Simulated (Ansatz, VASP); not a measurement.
# SrPb2N2 in two plane-wave programs, part 2 of 3

Wanted: the spread between two codes on one cell, functional and k mesh. Of the first pair: The structure shown is the end of the VASP relaxation below. Valence electrons are named where the data sets of a main pair hold unlike numbers.

VASP 6.6.1 and Ansatz 0.2.0.

So far: Starting point; VASP: relaxation, LDA.

### Step 3. Ansatz: single point, LDA

Level of this step: Ansatz beside VASP: Kohn-Sham DFT, plane waves, LDA (Ansatz).

Ansatz runs on its default PAW (the set named soft_2) files.

The same cell, functional (in two slightly different forms), mesh and smearing now go to Ansatz, which takes its cutoff from its data sets.

input.yaml reads:

```yaml
crystal:
  lattice:
    - [3.58242795, 0.0, 0.0]
    - [-1.79121398, 3.10247361, 0.0]
    - [0.0, 0.0, 30.29232296]
  atoms:
    - { symbol: Pb, position: [0.33333333, 0.66666667, 0.74047247] }
    - { symbol: Pb, position: [0.66666667, 0.33333333, 0.5534455] }
    - { symbol: Pb, position: [0.33333333, 0.66666667, 0.4465545] }
    - { symbol: Pb, position: [0.66666667, 0.33333333, 0.25952753] }
    - { symbol: "N", position: [0.66666667, 0.33333333, 0.69896466] }
    - { symbol: "N", position: [0.33333333, 0.66666667, 0.59484285] }
    - { symbol: "N", position: [0.66666667, 0.33333333, 0.40515715] }
    - { symbol: "N", position: [0.33333333, 0.66666667, 0.30103534] }
    - { symbol: Sr, position: [0.0, 0.0, 0.64690478] }
    - { symbol: Sr, position: [0.0, 0.0, 0.35309522] }
hamiltonian:
  xc: lda
  pseudopotentials: { kind: paw }
kpoints:
  mp_grid: { grid: [9, 9, 1] }
scf:
  occupations: { method: gaussian, width: 0.05 }
  n_extra_bands: 6
efield:
  axis: 3
  dipole_correction: true
  ramp_width: 0.04
output:
  forces: true
  eigenvalues: true
```

On the command line:

```
ansatz run input.yaml --threads 4 --pin off --max-ram 9216MiB --backend cpu --events-out ev --progress --plain --runs-dir out
```

Numbers of over 12 decimals in the logs are rounded to 6 here.

The log of the run:

```text
scf.n_extra_bands = 6 over 48 filled bands (N_el = 96.0): the run solves 54 bands
Engine: ansatz 0.2.0, x86_64-unknown-linux-gnu
Pseudopotentials: kind: paw
Pseudopotential: Pb, paw, valence charge 14, recommended cutoff 420 eV (normal), Pb.paw.azcp
Pseudopotential: N, paw, valence charge 5, recommended cutoff 420 eV (normal), N.paw.azcp
Pseudopotential: Sr, paw, valence charge 10, recommended cutoff 420 eV (normal), Sr.paw.azcp
Functional definition: SPW92
  exchange = slater_x
  correlation = pw_c
Crystal: 10 atoms, lattice volume = 336.681 Å³
Basis set: ecut = 420 eV, 6467 PW (Γ)
Bands: 54, of which v1, the nominal top of the filled ones, is band 48 counted from 1 (47 counted from 0)
Symmetry: 6 space group operations
k-points: 12 of 81 (time reversal used)
Non-local potential: Pb, projectors of the file, l = 0: 2, l = 1: 2, l = 2: 2, l = 3: 2
Non-local potential: N, projectors of the file, l = 0: 2, l = 1: 2, l = 2: 1
Non-local potential: Sr, projectors of the file, l = 0: 3, l = 1: 2, l = 2: 2
PAW form: soft (Blöchl's): semilocal exchange-correlation on the pseudo side does not see the compensation charge
PAW frozen core: Pb, regenerated for the run's functional, and the local potential with it (the file was generated under x = pbe(κ = 0.804, μ = 0.219515), c = pbe(β = 0.066725))
PAW frozen core: N, regenerated for the run's functional, and the local potential with it (the file was generated under x = pbe(κ = 0.804, μ = 0.219515), c = pbe(β = 0.066725))
PAW frozen core: Sr, regenerated for the run's functional, and the local potential with it (the file was generated under x = pbe(κ = 0.804, μ = 0.219515), c = pbe(β = 0.066725))
PAW one-centre angular grid: Pb, 590 points (default); XC on 64 Gauss nodes
PAW one-centre angular grid: N, 110 points (default); XC on 64 Gauss nodes
PAW one-centre angular grid: Sr, 110 points (default); XC on 64 Gauss nodes
Initial density: superposition of atomic densities (neutral atoms: chi_scale 0, normalization atom), corrected by the library's trained network
Initial wavefunctions: pseudopotential atomic-orbital guess
Functional: x = slater, c = lda
SCF iter   1: F=—  HF=-54795.497183 eV  |F-HF|=—  |Δ(HF+E_count)|=         —  Δρ=9.15e-3  dr2=3.68e-1  ethr=1.77e-3  p=0.000 e·Å  D=9.07e-14 V/Å  ΔV_dip=-0.00 eV  dr2_dipole=2.79e-8  V_vac-E_F(+/−)=4.24/4.24 eV  ⟨swp⟩=11.2  Hψ=3638  notcnv=0
efield: sawtooth ramp at fractional position 0.9800 (placed from the atoms, in the widest stretch of the axis that holds none; the zero of the levels goes with the place), width 0.0400; the density the first Hamiltonian is built on has a dipole p = 0.000 e·Å; the dipole correction subtracts the counter field D = 9.07e-14 V/Å, which shifts the + side's vacuum level by -0.00 eV against the − side's; the planar-averaged density in the ramp window peaks in size at 2.6e-6 e/Å³
preconditioner: auto → Resta (q_TF=auto, 2.213 Å⁻¹)  ε∞=2.9  [insulator: Δε(μ)=0.704 eV  Ē_g=13.944 eV  σ=0.050 eV  W_gap=1.00  n_scr=74 (ndim 8)  ℏωp=19.4 eV  f_vac=0.400  D(μ)=0.00/eV (n_scr^D=0)  ε∞_Penn≈2.9  vacuum switching on, ρ_ref=1.4e-2 e/Å³]
SCF iter   2: F=—  HF=-54795.426878 eV  |F-HF|=—  |Δ(HF+E_count)|=   7.03e-2  Δρ=4.71e-3  dr2=1.23e-1  ethr=3.83e-4  p=-0.000 e·Å  D=-3.19e-5 V/Å  ΔV_dip=0.00 eV  dr2_dipole=1.95e-7  V_vac-E_F(+/−)=4.24/4.24 eV  ⟨swp⟩=2.9  Hψ=1078  notcnv=0  defer=23
SCF iter   3: F=—  HF=-54795.412649 eV  |F-HF|=—  |Δ(HF+E_count)|=   1.42e-2  Δρ=2.04e-3  dr2=1.86e-2  ethr=1.28e-4  p=0.000 e·Å  D=2.58e-5 V/Å  ΔV_dip=-0.00 eV  dr2_dipole=1.71e-7  V_vac-E_F(+/−)=4.10/4.10 eV  ⟨swp⟩=2.7  Hψ=864  notcnv=0  defer=23
SCF iter   4: F=—  HF=-54795.410299 eV  |F-HF|=—  |Δ(HF+E_count)|=   2.35e-3  Δρ=8.95e-4  dr2=2.82e-3  ethr=1.94e-5  p=-0.000 e·Å  D=-2.54e-5 V/Å  ΔV_dip=0.00 eV  dr2_dipole=1.13e-7  V_vac-E_F(+/−)=4.14/4.14 eV  ⟨swp⟩=2.0  Hψ=724  notcnv=0  defer=23
SCF iter   5: F=—  HF=-54795.410065 eV  |F-HF|=—  |Δ(HF+E_count)|=   2.33e-4  Δρ=4.32e-4  dr2=1.35e-3  ethr=2.93e-6  p=0.000 e·Å  D=1.16e-4 V/Å  ΔV_dip=-0.00 eV  dr2_dipole=2.81e-6  V_vac-E_F(+/−)=4.12/4.12 eV  ⟨swp⟩=2.0  Hψ=810  notcnv=0  defer=23
SCF iter   6: F=—  HF=-54795.409912 eV  |F-HF|=—  |Δ(HF+E_count)|=   1.54e-4  Δρ=9.46e-5  dr2=3.17e-5  ethr=1.41e-6  p=-0.000 e·Å  D=-5.51e-5 V/Å  ΔV_dip=0.00 eV  dr2_dipole=7.23e-7  V_vac-E_F(+/−)=4.13/4.13 eV  ⟨swp⟩=2.0  Hψ=776  notcnv=0  defer=23
SCF iter   7: F=—  HF=-54795.410138 eV  |F-HF|=—  |Δ(HF+E_count)|=   2.27e-4  Δρ=4.77e-5  dr2=1.75e-5  ethr=3.30e-8  p=0.000 e·Å  D=1.29e-4 V/Å  ΔV_dip=-0.00 eV  dr2_dipole=3.81e-6  V_vac-E_F(+/−)=4.13/4.13 eV  ⟨swp⟩=2.9  Hψ=1372  notcnv=0  defer=22
SCF iter   8: F=—  HF=-54795.410138 eV  |F-HF|=—  |Δ(HF+E_count)|=   1.68e-7  Δρ=3.42e-5  dr2=1.16e-5  ethr=1.82e-8  p=-0.000 e·Å  D=-1.09e-4 V/Å  ΔV_dip=0.00 eV  dr2_dipole=2.76e-6  V_vac-E_F(+/−)=4.13/4.13 eV  ⟨swp⟩=2.0  Hψ=774  notcnv=0  defer=22
SCF iter   9: F=—  HF=-54795.410138 eV  |F-HF|=—  |Δ(HF+E_count)|=   8.09e-7  Δρ=1.54e-5  dr2=2.00e-6  ethr=1.20e-8  p=-0.000 e·Å  D=-4.24e-5 V/Å  ΔV_dip=0.00 eV  dr2_dipole=4.26e-7  V_vac-E_F(+/−)=4.13/4.13 eV  ⟨swp⟩=1.7  Hψ=647  notcnv=0  defer=22
SCF iter  10: F=—  HF=-54795.410137 eV  |F-HF|=—  |Δ(HF+E_count)|=   1.14e-7  Δρ=4.16e-6  dr2=1.36e-7  ethr=2.08e-9  p=-0.000 e·Å  D=-1.23e-5 V/Å  ΔV_dip=0.00 eV  dr2_dipole=2.93e-8  V_vac-E_F(+/−)=4.13/4.13 eV  ⟨swp⟩=2.0  Hψ=718  notcnv=0  defer=22
SCF iter  11: F=-54795.410137 eV  HF=-54795.410137 eV  |F-HF|=3.50e-9  |Δ(HF+E_count)|=   2.87e-9  Δρ=1.12e-6  dr2=6.07e-9  ethr=1.04e-10  p=-0.000 e·Å  D=-1.76e-6 V/Å  ΔV_dip=0.00 eV  dr2_dipole=7.21e-10  V_vac-E_F(+/−)=4.13/4.13 eV  ⟨swp⟩=14.8  Hψ=3229  notcnv=0
SCF 1 converged in 11 iterations: F = -54795.410137 eV  dr2 = 6.07e-9
  greatest PAW one-centre occupation: 0.987 electrons in one spin orbital (limit 2), on the Sr atom at site 9 (counted from 0), in its partial waves of l = 0
SCF converged after 11 iterations
Free energy (F): -54795.410137 eV
Harris-Foulkes:  -54795.410137 eV  (|F-HF|=3.50e-9)
Internal energy: -54795.410137 eV  (E = F + TS)
E sigma→0 (E₀):  -54795.410137 eV
Fermi energy:    4.343682 eV
Dipole field:    D = 0.000026 V/Å  (p = 0.000048 e·Å, saw-weighted, corrected)
Work function:   Φ+ = 4.1295 eV   Φ− = 4.1303 eV
Levels:          The Fermi level and band energies are counted from a zero that moves with the ramp; work functions are not
--- Per-component energies (eV) ---
  E_band       = -788.966909
  E_kinetic    = 2165.081918
  E_local      = -74754.733584  (includes V_loc(G=0)·N_el)
  E_nonlocal   = 2018.381595
  E_hartree    = 36229.452127
  E_xc         = -1458.301754
  E_vxc        = -1162.720660  (∫ρ·V_xc dr)
  E_paw        = -46076.164176  (= ΣΔE_a)
  E_vpaw       = -1513.886875  (= ΣTr[D̂ρ^β])
  E_aug_tail   = 0.000544  (compensation charges beyond the density's cutoff)
  E_efield     = 0.000000  (sawtooth field / dipole correction)
  E_vefield    = 0.000000  (∫n·V_field dr)
  E_ewald      = 27080.275599
  E_core_change = 0.597593  (= ΣΔE_core)
  E_smearing   = -0.000000  (= −TS)
  E_closure    = -0.000000  (closes the sum)
  Σ components = -54795.410137   (vs F -54795.410137, Δ=0.00e0)
--- Forces (eV/Å), atoms counted from 1 ---
  atom   1  Pb     0.00000000     0.00000000    -0.11536907
  atom   2  Pb     0.00000000    -0.00000000     0.12151727
  atom   3  Pb    -0.00000000     0.00000000    -0.12150117
  atom   4  Pb     0.00000000    -0.00000000     0.11536506
  atom   5  N      0.00000000     0.00000000     0.05201750
  atom   6  N      0.00000000     0.00000000    -0.04119686
  atom   7  N      0.00000000     0.00000000     0.04118266
  atom   8  N      0.00000000    -0.00000000    -0.05201359
  atom   9  Sr     0.00000000     0.00000000     0.00555309
  atom  10  Sr     0.00000000    -0.00000000    -0.00551287
  max |Σ_I F_I| component: 4.20e-5 eV/Å
--- Band table (eV; the first three rows and the last of 12) ---
  k-point 0: bands = [... 44 lower, 3.1679, 3.1679, 3.3540, 3.9396, 4.7471, 5.2972, 5.4852, 7.3100, ... 2 higher]
  k-point 1: bands = [... 44 lower, 3.0361, 3.0786, 3.5246, 3.9296, 5.4005, 5.6870, 5.7406, 7.5264, ... 2 higher]
  k-point 2: bands = [... 44 lower, 2.7672, 3.0840, 3.2652, 3.7419, 6.0086, 6.3392, 6.5430, 7.1520, ... 2 higher]
  k-point 11: bands = [... 44 lower, 2.7163, 2.7163, 2.8069, 2.8069, 5.6020, 6.3593, 6.4027, 7.1719, ... 2 higher]
```

Elapsed: 6.7 s, on 4 threads of Intel Xeon Platinum 8375C at 2.90GHz (Ice Lake), shared host; peak memory 0.83 GiB.

Reading the cycles: dr2 is the Hartree energy of the density residual (eV), the measure of convergence; HF is the Harris–Foulkes estimate of the energy, which meets the free energy F at convergence.

### Step 4. Differences

Known differences besides the potentials themselves: the two LDA forms differ slightly; the data sets hold 96 valence electrons in Ansatz (on its default PAW (the set named soft_2) files) and 56 in VASP; the cutoff is 420 eV in Ansatz and 400 eV in VASP (PREC = Normal); VASP's log shows a relativistic correction to its local exchange, Ansatz's none. Total energies have different zeros and are not compared.

Both answers:

```
              quantity  Ansatz   VASP  difference
gap on the k mesh (eV)   0.807  0.783      +0.025
```

At this near-relaxed geometry the largest component of a force difference is 121 meV/Å. A gap on the mesh is an upper bound, since the band edges may lie between its points; neither run holds spin-orbit coupling, which can move the band edges of a compound of Pb. With vacuum in the cell, a pressure given here is an average over mostly empty space and none of the material.

### Step 5. Further runs

Further runs change the set-up of one program: Ansatz's method, potentials or start, or VASP's data sets, cutoff or form of LDA. The table gives Ansatz less VASP for each quantity, since a change that brings one quantity closer may part another.

```
                                        run  r.m.s. force difference (meV/Å)  gap on the k mesh (eV)
                                   as above                               46                   0.025
                       cores kept as stored                               45                   0.026
    Ansatz's larger PAW set (cutoff 900 eV)                               43                   0.027
norm-conserving potentials (cutoff 1143 eV)                               29                   0.011
```

### Step 6. Ansatz: band structure, LDA

The same path points are solved in both programs, so levels can be compared one by one.

input.yaml reads:

```yaml
crystal:
  lattice:
    - [3.582427952, 0.0, 0.0]
    - [-1.791213976, 3.102473613, 0.0]
    - [0.0, 0.0, 30.2923229587]
  atoms:
    - { symbol: Pb, position: [0.333333333, 0.666666667, 0.7404724685] }
    - { symbol: Pb, position: [0.666666667, 0.333333333, 0.5534455013] }
    - { symbol: Pb, position: [0.333333333, 0.666666667, 0.4465544987] }
    - { symbol: Pb, position: [0.666666667, 0.333333333, 0.2595275315] }
    - { symbol: "N", position: [0.666666667, 0.333333333, 0.6989646626] }
    - { symbol: "N", position: [0.333333333, 0.666666667, 0.5948428478] }
    - { symbol: "N", position: [0.666666667, 0.333333333, 0.4051571522] }
    - { symbol: "N", position: [0.333333333, 0.666666667, 0.3010353374] }
    - { symbol: Sr, position: [0.0, 0.0, 0.6469047834] }
    - { symbol: Sr, position: [0.0, 0.0, 0.3530952166] }
hamiltonian:
  xc: lda
  pseudopotentials: { kind: paw }
kpoints:
  mp_grid: { grid: [9, 9, 1] }
  band_path:
    path:
      - [0.0, 0.0, 0.0]
      - [0.03846, 0.0, 0.0]
      - [0.07692, 0.0, 0.0]
      - [0.15385, 0.0, 0.0]
      - [0.19231, 0.0, 0.0]
      - [0.26923, 0.0, 0.0]
      - [0.30769, 0.0, 0.0]
      - [0.34615, 0.0, 0.0]
      - [0.42308, 0.0, 0.0]
      - [0.46154, 0.0, 0.0]
      - [0.5, 0.0, 0.0]
      - [0.48718, 0.02564, 0.0]
      - [0.47436, 0.05128, 0.0]
      - [0.44872, 0.10256, 0.0]
      - [0.4359, 0.12821, 0.0]
      - [0.41026, 0.17949, 0.0]
      - [0.39744, 0.20513, 0.0]
      - [0.37179, 0.25641, 0.0]
      - [0.35897, 0.28205, 0.0]
      - [0.34615, 0.30769, 0.0]
      - [0.33333, 0.33333, 0.0]
      - [0.30769, 0.30769, 0.0]
      - [0.25641, 0.25641, 0.0]
      - [0.23077, 0.23077, 0.0]
      - [0.20513, 0.20513, 0.0]
      - [0.15385, 0.15385, 0.0]
      - [0.12821, 0.12821, 0.0]
      - [0.07692, 0.07692, 0.0]
      - [0.05128, 0.05128, 0.0]
      - [0.0, 0.0, 0.0]
    npoints: 1
scf:
  occupations: { method: gaussian, width: 0.05 }
  n_extra_bands: 11
efield:
  axis: 3
  dipole_correction: true
  ramp_width: 0.04
output:
  forces: true
  eigenvalues: true
```

The log of the run:

```text
[...]
Crystal: 10 atoms, lattice volume = 336.681 Å³
Basis set: ecut = 420 eV, 6467 PW (Γ)
Bands: 59, of which v1, the nominal top of the filled ones, is band 48 counted from 1 (47 counted from 0)
Symmetry: 6 space group operations
k-points: 12 of 81 (time reversal used)
[...]
k-point 0: bands = [... 44 lower, 3.1679, 3.1679, 3.3539, 3.9396, 4.7471, 5.2973, 5.4852, 7.3100, ... 7 higher]
  k-point 1: bands = [... 44 lower, 3.0361, 3.0786, 3.5246, 3.9296, 5.4004, 5.6870, 5.7406, 7.5263, ... 7 higher]
  k-point 2: bands = [... 44 lower, 2.7672, 3.0840, 3.2652, 3.7418, 6.0086, 6.3392, 6.5431, 7.1519, ... 7 higher]
  k-point 11: bands = [... 44 lower, 2.7162, 2.7162, 2.8068, 2.8070, 5.6019, 6.3593, 6.4028, 7.1718, ... 7 higher]
[key lines of the parts left out:]
SCF converged after 10 iterations
Free energy (F): -54795.410137 eV
Fermi energy:    4.343640 eV
Dipole field:    D = 0.000070 V/Å  (p = 0.000130 e·Å, saw-weighted, corrected)
Work function:   Φ+ = 4.1287 eV   Φ− = 4.1308 eV
```

It took 15 s on 4 threads; peak memory 1 GiB; 45 s of CPU time.

[end of part 2 of 3]

[Lines on the potential files, build, host, timing and source positions are cut from VASP's logs without a mark.]

[Logs are printed without paths, hosts, clocks, repeated set-up lines and the standing remarks that a program may print on its own settings, such as how far it seeks lower states.]

[Hosts, paths, dates, database ids (printed as entryN), source tags and the programs' standing remarks are cut or masked in the printed files.]
